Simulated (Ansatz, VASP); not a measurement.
**CaGaSnH in two plane-wave programs**

One calculation is typed for both programs; each brings its own data sets and cutoff. How far apart do they land?

Main program and level: Ansatz 0.2.0; plane waves, with VASP 6.6.1 beside it; relaxation of cell and atoms at PBEsol.

## 1. Set-up

It takes space group P3m1 (No. 156, trigonal). The conventional cell has a = 4.348 Å, b = 4.348 Å, c = 4.757 Å, α = 90.00°, β = 90.00°, γ = 120.00°. Sn has 3 Ga at 2.64 Å nearest. Nearest to Ga lie 1 H at 1.75 Å and 3 Sn at 2.64 Å. Ca has 3 H at 2.51 Å nearest. H has 1 Ga at 1.75 Å and 3 Ca at 2.51 Å nearest. Farther neighbours are not listed.

## 2. Ansatz: relaxation of cell and atoms, PBEsol

Ansatz runs on its default PAW (the set named soft_2) files.

The relaxed volume is the usual yardstick between codes: its relative difference is about their pressure difference at one cell divided by the bulk modulus.

input.yaml

```yaml
crystal:
  lattice:
    - [4.3481168225, 0.0, 0.0]
    - [-2.1740584113, 3.765579627, 0.0]
    - [0.0, 0.0, 4.7568430321]
  atoms:
    - { symbol: Sn, position: [0.6666666667, 0.3333333333, 0.4391428642] }
    - { symbol: Ga, position: [0.0, 0.0, 0.6128455092] }
    - { symbol: Ca, position: [0.3333333333, 0.6666666667, 0.9948817734] }
    - { symbol: H, position: [0.0, 0.0, 0.9800298531] }
hamiltonian:
  xc: pbesol
  pseudopotentials: { kind: paw }
kpoints:
  mp_grid: { grid: [4, 4, 3] }
scf:
  occupations: { method: gaussian, width: 0.1 }
relax:
  f_tol: 0.01
  max_steps: 60
  cell: { stress_tol: 0.05 }
output:
  forces: true
  stress: true
```

On the command line:

```bash
> ansatz run input.yaml --threads 4 --pin off --max-ram 9216MiB --backend cpu --events-out ev --progress --plain --runs-dir out
```

Numbers of over 12 decimals in the logs are rounded to 6 here.

The program printed:

```text
Engine: ansatz 0.2.0, aarch64-unknown-linux-gnu
Pseudopotentials: kind: paw
Pseudopotential: Sn, paw, valence charge 14, recommended cutoff 420 eV (normal), Sn.paw.azcp
Pseudopotential: Ga, paw, valence charge 13, recommended cutoff 420 eV (normal), Ga.paw.azcp
Pseudopotential: Ca, paw, valence charge 10, recommended cutoff 420 eV (normal), Ca.paw.azcp
Pseudopotential: H, paw, valence charge 1, recommended cutoff 420 eV (normal), H.paw.azcp
Functional definition: PBEsol
  exchange = pbesol_x
  correlation = pbesol_c
Crystal: 4 atoms, lattice volume = 77.885 Å³
Basis set: ecut = 420 eV, 1521 PW (Γ), exchange–correlation on 60×60×64 points (8 copies of the dense FFT grid, shifted against one another)
Bands: 23, of which v1, the nominal top of the filled ones, is band 19 counted from 1 (18 counted from 0)
Symmetry: 6 space group operations
Space group: P3m1 (ITA 156), of the structure as read, at distance tolerance 4.3e-5 Å
k-points: 9 of 48 (time reversal used)
Non-local potential: Sn, projectors of the file, l = 0: 2, l = 1: 2, l = 2: 2, l = 3: 2
Non-local potential: Ga, projectors of the file, l = 0: 2, l = 1: 2, l = 2: 3, l = 3: 1
Non-local potential: Ca, projectors of the file, l = 0: 3, l = 1: 2, l = 2: 2
Non-local potential: H, projectors of the file, l = 0: 2, l = 1: 1
PAW form: soft (Blöchl's): semilocal exchange-correlation on the pseudo side does not see the compensation charge
PAW frozen core: Sn, regenerated for the run's functional, and the local potential with it (the file was generated under x = pbe(κ = 0.804, μ = 0.219515), c = pbe(β = 0.066725))
PAW frozen core: Ga, regenerated for the run's functional, and the local potential with it (the file was generated under x = pbe(κ = 0.804, μ = 0.219515), c = pbe(β = 0.066725))
PAW frozen core: Ca, regenerated for the run's functional, and the local potential with it (the file was generated under x = pbe(κ = 0.804, μ = 0.219515), c = pbe(β = 0.066725))
PAW one-centre angular grid: Sn, 590 points (default); XC on 64 Gauss nodes
PAW one-centre angular grid: Ga, 590 points (default); XC on 64 Gauss nodes
PAW one-centre angular grid: Ca, 110 points (default); XC on 64 Gauss nodes
PAW one-centre angular grid: H, 110 points (default); XC on 64 Gauss nodes
Initial density: superposition of atomic densities (neutral atoms: chi_scale 0, normalization atom), corrected by the library's trained network
Initial wavefunctions: pseudopotential atomic-orbital guess
Functional: x = pbesol(κ = 0.804, μ = 0.123457), c = pbesol(β = 0.046)
SCF iter   1: F=—  HF=-11503.961686 eV  |F-HF|=—  |Δ(HF+E_count)|=         —  Δρ=4.66e-3  dr2=1.32e-2  ethr=1.77e-3  ⟨swp⟩=7.6  Hψ=1080  notcnv=0
preconditioner: auto → Resta (q_TF=auto, 2.421 Å⁻¹)  ε∞=3.1  [insulator: Δε(μ)=0.709 eV  Ē_g=17.303 eV  σ=0.100 eV  W_gap=1.00  n_scr=20 (ndim 8)  ℏωp=25.2 eV  f_vac=0.000  D(μ)=0.00/eV (n_scr^D=0)  ε∞_Penn≈3.1]
SCF iter   2: F=—  HF=-11503.957896 eV  |F-HF|=—  |Δ(HF+E_count)|=   3.79e-3  Δρ=1.95e-3  dr2=2.42e-3  ethr=3.48e-5  ⟨swp⟩=3.0  Hψ=456  notcnv=0
SCF iter   3: F=—  HF=-11503.957387 eV  |F-HF|=—  |Δ(HF+E_count)|=   5.09e-4  Δρ=5.35e-4  dr2=1.92e-4  ethr=6.37e-6  ⟨swp⟩=3.0  Hψ=386  notcnv=0
SCF iter   4: F=—  HF=-11503.957343 eV  |F-HF|=—  |Δ(HF+E_count)|=   4.42e-5  Δρ=1.87e-4  dr2=2.55e-5  ethr=5.05e-7  ⟨swp⟩=2.0  Hψ=296  notcnv=0
SCF iter   5: F=—  HF=-11503.957330 eV  |F-HF|=—  |Δ(HF+E_count)|=   1.27e-5  Δρ=5.76e-5  dr2=2.69e-6  ethr=6.70e-8  ⟨swp⟩=2.0  Hψ=297  notcnv=0
SCF iter   6: F=—  HF=-11503.957330 eV  |F-HF|=—  |Δ(HF+E_count)|=   5.20e-7  Δρ=1.48e-5  dr2=1.23e-7  ethr=7.07e-9  ⟨swp⟩=2.0  Hψ=252  notcnv=0
SCF iter   7: F=-11503.957330 eV  HF=-11503.957330 eV  |F-HF|=4.28e-9  |Δ(HF+E_count)|=   4.17e-8  Δρ=4.16e-6  dr2=9.91e-9  ethr=2.63e-10  ⟨swp⟩=4.0  Hψ=686  notcnv=0
SCF 1 converged in 7 iterations: F = -11503.957330 eV  dr2 = 9.91e-9
  greatest PAW one-centre occupation: 0.995 electrons in one spin orbital (limit 2), on the Ca atom at site 2 (counted from 0), in its partial waves of l = 0
relax step   1: F+E_penalty+E_count = -11503.95733037 eV  Δ(F+E_penalty+E_count) = +0.000e0 eV  max|allowed force component| = 1.504e-1 eV/Å  Δτ_max = 0.0000 Å  P = -0.284 GPa  Ω = 77.885 Å³  (7 SCF iters, dr2 threshold 1.00e-7 eV, accepted)
[...]
relax step   2: F+E_penalty+E_count = -11503.95798613 eV  Δ(F+E_penalty+E_count) = -6.558e-4 eV  max|allowed force component| = 9.968e-2 eV/Å  Δτ_max = 0.0250 Å  P = -0.139 GPa  Ω = 78.007 Å³  energy of the carried Pulay correction = -3.310e-5 eV  (5 SCF iters, dr2 threshold 4.00e-7 eV, accepted)
[...]
relax step   3: F+E_penalty+E_count = -11503.95957691 eV  Δ(F+E_penalty+E_count) = -1.591e-3 eV  max|allowed force component| = 5.104e-2 eV/Å  Δτ_max = 0.0155 Å  P = +0.034 GPa  Ω = 77.634 Å³  energy of the carried Pulay correction = +6.771e-5 eV  (5 SCF iters, dr2 threshold 4.00e-7 eV, accepted)
[...]
relax step   4: F+E_penalty+E_count = -11503.95973788 eV  Δ(F+E_penalty+E_count) = -1.610e-4 eV  max|allowed force component| = 2.392e-2 eV/Å  Δτ_max = 0.0028 Å  P = +0.014 GPa  Ω = 77.673 Å³  energy of the carried Pulay correction = +5.715e-5 eV  (4 SCF iters, dr2 threshold 1.63e-7 eV, accepted)
[...]
relax step   5: F+E_penalty+E_count = -11503.95961785 eV  Δ(F+E_penalty+E_count) = +1.200e-4 eV  max|allowed force component| = 2.949e-2 eV/Å  Δτ_max = 0.0081 Å  P = -0.004 GPa  Ω = 77.716 Å³  energy of the carried Pulay correction = +4.563e-5 eV  (5 SCF iters, dr2 threshold 3.58e-8 eV, rejected (line search))
[...]
relax step   6: F+E_penalty+E_count = -11503.95977584 eV  Δ(F+E_penalty+E_count) = -3.797e-5 eV  max|allowed force component| = 3.822e-4 eV/Å  Δτ_max = 0.0030 Å  P = +0.003 GPa  Ω = 77.706 Å³  energy of the carried Pulay correction = +4.828e-5 eV  (8 SCF iters, accepted)
[...]
relax step   7: F+E_penalty+E_count = -11503.95975689 eV  Δ(F+E_penalty+E_count) = +1.895e-5 eV  max|allowed force component| = 3.869e-4 eV/Å  Δτ_max = 0.0000 Å  P = +0.002 GPa  Ω = 77.706 Å³  stress off target by 2.41e-3 GPa  SCF on the basis re-selected at this cell (its energy is not comparable with the rows above)  (4 SCF iters)
basis re-selected at this cell: Δ(F+E_penalty+E_count) = +1.895e-5 eV, ΔP = -0.000 GPa vs the last step (what re-selecting the basis moved, of the pressure what is left beyond the Pulay correction that the steps carried, after the strain that the cell walked since its last selection, with what the two solves' SCF thresholds leave and, on support functions, any second-order correction that the steps lacked; it is no m [...]
SCF converged after 4 iterations
Free energy (F): -11503.959757 eV
Harris-Foulkes:  -11503.959757 eV  (|F-HF|=2.55e-11)
Internal energy: -11503.959757 eV  (E = F + TS)
E sigma→0 (E₀):  -11503.959757 eV
Entropy (-TS):   -0.000000 eV (-0.000 meV/atom)
Fermi energy:    9.213507 eV
--- Per-component energies (eV) ---
  E_band       = -279.070073
  E_kinetic    = 596.599413
  E_local      = -3752.852720  (includes V_loc(G=0)·N_el)
  E_nonlocal   = 459.768967
  E_hartree    = 1793.507282
  E_xc         = -593.431214
  E_vxc        = -338.388487  (∫ρ·V_xc dr)
  E_paw        = -6851.700852  (= ΣΔE_a)
  E_vpaw       = -831.210776  (= ΣTr[D̂ρ^β])
  E_aug_tail   = -0.001226  (compensation charges beyond the density's cutoff)
  E_ewald      = -3157.116019
  E_core_change = 1.266612  (= ΣΔE_core)
  E_smearing   = -0.000000  (= −TS)
  E_closure    = 0.000000  (closes the sum)
  Σ components = -11503.959757   (vs F -11503.959757, Δ=0.00e0)
--- Forces (eV/Å), atoms counted from 1 ---
  atom   1  Sn     0.00000000     0.00000000    -0.00038682
  atom   2  Ga    -0.00000000    -0.00000000     0.00021847
  atom   3  Ca     0.00000000    -0.00000000     0.00036775
  atom   4  H      0.00000000     0.00000000    -0.00019929
  max |Σ_I F_I| component: 1.12e-7 eV/Å
--- Stress (GPa, compression-positive) ---
        0.002413       0.000000       0.000000
        0.000000       0.002413       0.000000
        0.000000       0.000000       0.002070
  P = ⅓ Tr σ = 0.0023 GPa (0.023 kbar)
--- Relaxed structure (6 steps of the walk, 5 accepted, 1 SCFs on fresh bases) ---
  F+E_penalty+E_count = -11503.95975689 eV   max|allowed force component| = 3.869e-4 eV/Å   (the final SCF, on the basis selected at the relaxed cell)
  cell:  # Å, volume = 77.7062 Å³
    - [4.343181, 2.8834599510241997e-11, -1.6132639532231213e-19]
    - [-2.171590, 3.761305, 0]
    - [-1.7649119625750193e-19, -1.0189723967198623e-19, 4.756736]
  atoms:
    - { symbol: Sn, position: [0.666667, 0.333333, 0.440854] }
    - { symbol: Ga, position: [1.0434694041340507e-19, 0, 0.615078] }
    - { symbol: Ca, position: [0.333333, 0.666667, 0.994819] }
    - { symbol: H, position: [-1.8142490554345748e-19, 0, 0.976149] }
```

It took 4.5 s on 4 threads of Arm Neoverse V1, shared host; peak memory 0.4 GiB.

## 3. VASP: relaxation of cell and atoms, PBEsol

The same cell, functional, mesh and smearing now go to VASP, with its own data sets and cutoff.

Lines of VASP's logs that name or quote its potential files are left out, and so is its time.

INCAR

```
SYSTEM = CaGaSnH
PREC = Accurate
ENCUT = 350
EDIFF = 1E-06
NELM = 120
ISMEAR = 0
SIGMA = 0.1
LREAL = .FALSE.
ALGO = Normal
GGA = PS
NBANDS = 14
LORBIT = 11
LWAVE = .FALSE.
LCHARG = .FALSE.
IBRION = 2
NSW = 30
ISIF = 3
EDIFFG = -0.02
POTIM = 0.4
```

POSCAR

```
CaGaSnH
1.0
    4.3481168225      0.0000000000      0.0000000000
   -2.1740584113      3.7655796270      0.0000000000
    0.0000000000      0.0000000000      4.7568430321
Sn Ga Ca H
1 1 1 1
Direct
    0.6666666667      0.3333333333      0.4391428642
    0.0000000000      0.0000000000      0.6128455092
    0.3333333333      0.6666666667      0.9948817734
    0.0000000000      0.0000000000      0.9800298531
```

KPOINTS

```
Automatic mesh
0
Gamma
4 4 3
0 0 0
```

PAW data sets: Sn, Ga, Ca_pv and H (PBE family, release 64).

On the command line:

```bash
> export OMP_NUM_THREADS=5
> mpirun -np 1 vasp_std
```

The program printed:

```text
[banner, memory and clock lines left out]
running    1 mpi-ranks, on    1 nodes
 distrk:  each k-point on    1 cores,    1 groups
 distr:  one band on    1 cores,    1 groups
 Offloading initialized ...    1 GPUs detected
 POSCAR found type information on POSCAR SnGaCaH
 POSCAR found :  4 types and       4 ions
|                                                                             |
|               ----> ADVICE to this user running VASP <----                  |
|                                                                             |
|     You enforced a specific xc type in the INCAR file but a different       |
|     [... a line on the potential file left out ...]
|     I HOPE YOU KNOW WHAT YOU ARE DOING!                                     |
|                                                                             |

 LDA part: xc-table for (Slater+PW92), standard interpolation
 POSCAR, INCAR and KPOINTS ok, starting setup
 FFT: planning ... GRIDC
 FFT: planning ... GRID_SOFT
 FFT: planning ... GRID
 WAVECAR not read
 entering main loop
       N       E                     dE             d eps       ncg     rms          rms(c)
DAV:   1     0.638514598639E+02    0.63851E+02   -0.46658E+03   282   0.103E+03
DAV:   2    -0.810495181342E+01   -0.71956E+02   -0.68141E+02   252   0.257E+02
DAV:   3    -0.145981699107E+02   -0.64932E+01   -0.62559E+01   352   0.651E+01
DAV:   4    -0.148353962190E+02   -0.23723E+00   -0.23595E+00   288   0.123E+01
DAV:   5    -0.148463363320E+02   -0.10940E-01   -0.10938E-01   402   0.252E+00    0.487E+00
DAV:   6    -0.146151198598E+02    0.23122E+00   -0.17143E-01   382   0.266E+00    0.281E+00
DAV:   7    -0.145401352640E+02    0.74985E-01   -0.22626E-01   324   0.294E+00    0.452E-01
DAV:   8    -0.145407771802E+02   -0.64192E-03   -0.47369E-02   306   0.178E+00    0.143E-01
DAV:   9    -0.145409490453E+02   -0.17187E-03   -0.19473E-03   318   0.340E-01    0.887E-02
DAV:  10    -0.145409856635E+02   -0.36618E-04   -0.36374E-04   390   0.188E-01    0.381E-02
DAV:  11    -0.145409749293E+02    0.10734E-04   -0.12201E-04   340   0.880E-02    0.754E-03
DAV:  12    -0.145409753437E+02   -0.41443E-06   -0.10477E-05   336   0.234E-02    0.331E-03
DAV:  13    -0.145409753210E+02    0.22695E-07   -0.13208E-06   180   0.802E-03
   1 F= -.14540975E+02 E0= -.14540975E+02  d E =-.145410E+02
 curvature:   0.00 expect dE= 0.000E+00 dE for cont linesearch  0.000E+00
 trial: gam= 0.00000 g(F)=  0.943E-05 g(S)=  0.575E-05 ort = 0.000E+00 (trialstep = 0.100E+01)
 search vector abs. value=  0.152E-04
 reached required accuracy - stopping structural energy minimisation
```

Parts of OUTCAR (step 3):

```text
ion  position               nearest neighbor table
   1  0.667  0.333  0.439-   2 2.64   2 2.64   2 2.64   3 3.28   3 3.28   3 3.28   3 3.65   3 3.65
                             3 3.65
   2  0.000  0.000  0.613-   4 1.75   1 2.64   1 2.64   1 2.64   3 3.10   3 3.10   3 3.10
   3  0.333  0.667  0.995-   4 2.51   4 2.51   4 2.51   2 3.10   2 3.10   2 3.10   1 3.28   1 3.28
                             1 3.28   1 3.65   1 3.65   1 3.65
   4  0.000  0.000  0.980-   2 1.75   3 2.51   3 2.51   3 2.51

  LATTYP: Found a hexagonal cell.
 ALAT       =     4.3481168225
 C/A-ratio  =     1.0940007425

 Subroutine GETGRP returns: Found  6 space group operations
 (whereof  6 operations were pure point group operations)

The static configuration has the point symmetry C_3v.

 Found      9 irreducible k-points:

   k-points           NKPTS =      9   k-points in BZ     NKDIM =      9   number of bands    NBANDS=     14

   dimension x,y,z NGX =    28 NGY =   28 NGZ =   30
   dimension x,y,z NGXF=    56 NGYF=   56 NGZF=   60

   ENCUT  =  350.0 eV  25.72 Ry    5.07 a.u.   6.63  6.63  7.26*2*pi/ulx,y,z

   NELECT =      16.0000    total number of electrons

 k-points in reciprocal lattice and weights: Automatic mesh
   0.00000000  0.00000000  0.00000000       0.021
   0.25000000  0.00000000  0.00000000       0.125
   0.50000000  0.00000000  0.00000000       0.063
   0.25000000  0.25000000  0.00000000       0.125
   0.00000000  0.00000000  0.33333333       0.042
   0.25000000  0.00000000  0.33333333       0.125
   0.00000000  0.25000000  0.33333333       0.125
   0.50000000  0.00000000  0.33333333       0.125
   0.25000000  0.25000000  0.33333333       0.250

 average (electrostatic) potential at core
       1 -44.6293       2 -13.3589       3 -47.2848       4 -32.3942

 E-fermi :   4.0887

 k-point     1 :       0.0000    0.0000    0.0000
  band No.  band energies     occupation
    ...
      4      -6.4359      2.00000
      5      -0.6929      2.00000
      6       1.7884      2.00000
      7       3.1968      2.00000
      8       3.1968      2.00000
      9       4.8869      0.00000
     10       6.6821      0.00000
     11       6.6821      0.00000
     12       6.8937      0.00000
     13       7.0929      0.00000
    ...

 k-point     2 :       0.2500    0.0000    0.0000
  band No.  band energies     occupation
    ...
      4      -5.7919      2.00000
      5      -1.4052      2.00000
      6       1.2238      2.00000
      7       2.3072      2.00000
      8       2.5931      2.00000
      9       4.7258      0.00000
     10       6.4199      0.00000
     11       6.4824      0.00000
     12       6.5838      0.00000
     13       7.1596      0.00000
    ...

 k-point     3 :       0.5000    0.0000    0.0000
  band No.  band energies     occupation
    ...
      4      -4.4467      2.00000
      5      -3.2083      2.00000
      6       0.7662      2.00000
      7       2.1269      2.00000
      8       2.7891      2.00000
      9       4.4331      0.00000
     10       5.3614      0.00000
     11       6.2656      0.00000
     12       6.3344      0.00000
     13       7.6155      0.00000
    ...

  Total        0.0148554      0.0148554     -0.0124442     -0.0000000      0.0000000     -0.0000000
  in kB        0.3055929      0.3055929     -0.2559926     -0.0000000      0.0000000     -0.0000000
  external PRESSURE =       0.1183977 kB  Pullay stress =       0.0000000 kB

  energy-cutoff  :      350.00
  volume of cell :       77.88
      direct lattice vectors                 reciprocal lattice vectors
     4.348116822  0.000000000  0.000000000     0.229984621  0.132781683 -0.000000000
    -2.174058411  3.765579627  0.000000000     0.000000000  0.265563366  0.000000000
     0.000000000  0.000000000  4.756843032     0.000000000 -0.000000000  0.210223460

 POSITION                                       TOTAL-FORCE (eV/Angst)
 -----------------------------------------------------------------------------------
      2.17406      1.25519      2.08893         0.000000      0.000000      0.008834
      0.00000      0.00000      2.91521        -0.000000      0.000000      0.001661
     -0.00000      2.51039      4.73250        -0.000000      0.000000     -0.012612
      0.00000      0.00000      4.66185         0.000000      0.000000      0.002117
 -----------------------------------------------------------------------------------
    total drift:                               -0.000001      0.000000     -0.000049

  FREE ENERGIE OF THE ION-ELECTRON SYSTEM (eV)
  ---------------------------------------------------
  free  energy   TOTEN  =       -14.5409753210 eV

  energy  without entropy=      -14.5409752710  energy(sigma->0) =      -14.54097530

 reached required accuracy - stopping structural energy minimisation

 total charge
# of ion       s       p       d       tot
------------------------------------------
    1        1.378   1.948   0.075   3.401
    2        1.123   1.296   0.100   2.519
    3        0.170   6.129   0.507   6.806
    4        0.503   0.008   0.000   0.511
--------------------------------------------------
tot          3.174   9.381   0.682  13.237

[... 3 further parts left out ...]
```

CONTCAR:

```
CaGaSnH
    1.000000000000000
     4.3481168224999998    0.0000000000000000    0.0000000000000000
    -2.1740584112999999    3.7655796270000002    0.0000000000000000
     0.0000000000000000    0.0000000000000000    4.7568430320999999
  Sn              Ga              Ca              H
     1     1     1     1
Direct
     0.6666666667000030    0.3333333332999970    0.4391428642000008
     0.0000000000000000    0.0000000000000000    0.6128455091999996
     0.3333333332999970    0.6666666667000030    0.9948817734000031
     0.0000000000000000    0.0000000000000000    0.9800298530999996
```

The data sets Sn and Ga keep the semicore shell frozen, which is cheaper and a little less accurate. The run keeps the 6 symmetry operations of its start, so it cannot find a distortion of lower symmetry.

## 4. Differences

Known differences besides the PAW data sets themselves: both relaxations stop at a tolerance, which leaves soft axes loose, and VASP keeps its plane-wave basis; the data sets hold 38 valence electrons in Ansatz (default PAW (the set named soft_2) files) and 16 in VASP; the cutoff is 420 eV in Ansatz and 350 eV in VASP; Ansatz makes its cores anew for this functional, VASP keeps those of its PBE data sets; VASP leaves aspherical gradient terms in its spheres out (LASPH is not set), Ansatz keeps them; Ansatz adds a Pulay correction to the stress that steers its cell, VASP none. Total energies have different zeros and are not compared.

The two programs side by side:

```csv
quantity,Ansatz,VASP,difference
volume (Å³),77.71,77.88,-0.23 %
"edge a after relaxation, in the typed setting (Å)",4.343,4.348,-0.11 %
"edge c after relaxation, in the typed setting (Å)",4.757,4.757,+0.00 %
```

The walks stopped with 0.00 GPa left in Ansatz and 0.01 GPa in VASP; each walk ends within a tolerance, so the volume difference is uncertain by about these residues over the bulk modulus, most in soft cells.

## 5. Results

- difference in volume (relaxation of cell and atoms, PBEsol): -0.23 %

The difference in volume is -0.23 % (relaxation of cell and atoms, PBEsol), within the 1.2 % picked in this series as the mark of a large difference, as far as the stopping tolerances let one tell. Differences of this kind measure data sets and numerical settings, not the functional's error against experiment.

[Lines on the potential files, build, host, timing and source positions are cut from VASP's logs without a mark.]

[Logs are printed without paths, hosts, clocks, repeated set-up lines and the standing remarks that a program may print on its own settings, such as how far it seeks lower states.]

[Hosts, paths, dates, database ids (printed as entryN), source tags and the programs' standing remarks are cut or masked in the printed files.]
